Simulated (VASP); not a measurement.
These are PW91 GGA, VASP's PBE PAW potentials (set 64) (plane waves; VASP) values and carry that method's errors.

Input for VASP

**KPOINTS**
```
Automatic mesh
0
G
  14 14 14
```

**INCAR**
```
ALGO = Normal
EDIFF = 1E-6
EDIFFG = -0.01
ENCUT = 520
GGA = 91
IBRION = 2
ISIF = 3
ISMEAR = 1
LASPH = .TRUE.
LCHARG = .FALSE.
LMAXMIX = 4
LREAL = .FALSE.
LWAVE = .FALSE.
NELM = 100
NSW = 60
PREC = Accurate
SIGMA = 0.1
SYSTEM = In
```

**POSCAR**
```
In
1
   -1.6421511044     1.6421511044     2.5434111072
    1.6421511044    -1.6421511044     2.5434111072
    1.6421511044     1.6421511044    -2.5434111072
In
1
Direct
  0.0000000000   0.0000000000   0.0000000000
```

POTCAR, in this order: In_d (PBE.64 set). Program: vasp_std.

The run wrote:

**OSZICAR**
```
       N       E                     dE             d eps       ncg     rms          rms(c)
DAV:   1     0.706615695067E+02    0.70662E+02   -0.65267E+03  4906   0.161E+03
DAV:   2     0.128479629105E+00   -0.70533E+02   -0.69698E+02  4954   0.287E+02
DAV:   3    -0.255828029505E+01   -0.26868E+01   -0.26775E+01  5674   0.643E+01
DAV:   4    -0.261932967091E+01   -0.61049E-01   -0.61033E-01  6104   0.101E+01
DAV:   5    -0.262220191860E+01   -0.28722E-02   -0.28721E-02  5960   0.179E+00    0.226E+00
DAV:   6    -0.259374277349E+01    0.28459E-01   -0.58216E-02  5578   0.528E+00    0.106E+00
DAV:   7    -0.258885353645E+01    0.48892E-02   -0.16235E-02  5738   0.257E+00    0.252E-01
DAV:   8    -0.258850344543E+01    0.35009E-03   -0.75507E-04  5792   0.553E-01    0.263E-02
DAV:   9    -0.258850824543E+01   -0.48000E-05   -0.16760E-05  7032   0.628E-02    0.165E-02
DAV:  10    -0.258850930212E+01   -0.10567E-05   -0.13887E-06  5050   0.139E-02    0.953E-04
DAV:  11    -0.258850930636E+01   -0.42430E-08   -0.47229E-08  2784   0.347E-03
   1 F= -.25885093E+01 E0= -.25884267E+01  d E =-.258851E+01
```

**OUTCAR**
```
------------------------ aborting loop because EDIFF is reached ----------------------------------------
  FORCE on cell =-STRESS in cart. coord.  units (eV):
  Direction    XX          YY          ZZ          XY          YZ          ZX
  --------------------------------------------------------------------------------------
  Total       -0.0098930     -0.0098930     -0.0074206      0.0000000      0.0000000      0.0000000
  in kB       -0.5777438     -0.5777438     -0.4333605      0.0000000      0.0000000      0.0000000
  external PRESSURE =      -0.5296161 kB  Pullay stress =       0.0000000 kB
  volume of cell :       27.43
      direct lattice vectors                 reciprocal lattice vectors
    -1.642151104  1.642151104  2.543411107     0.000000000  0.304478680  0.196586387
     1.642151104 -1.642151104  2.543411107     0.304478680  0.000000000  0.196586387
     1.642151104  1.642151104 -2.543411107     0.304478680  0.304478680  0.000000000
 POSITION                                       TOTAL-FORCE (eV/Angst)
 -----------------------------------------------------------------------------------
      0.00000      0.00000      0.00000        -0.000000      0.000000      0.000000
 -----------------------------------------------------------------------------------
    total drift:                                0.000000      0.000000      0.000000
  FREE ENERGIE OF THE ION-ELECTRON SYSTEM (eV)
  ---------------------------------------------------
  free  energy   TOTEN  =        -2.5885093064 eV

  energy  without entropy=       -2.5882613884  energy(sigma->0) =       -2.58842667

 reached required accuracy - stopping structural energy minimisation
```
(Selected blocks of OUTCAR.)

The compound is In in the bct structure. It was relaxed first. The start is the result of an earlier pass.
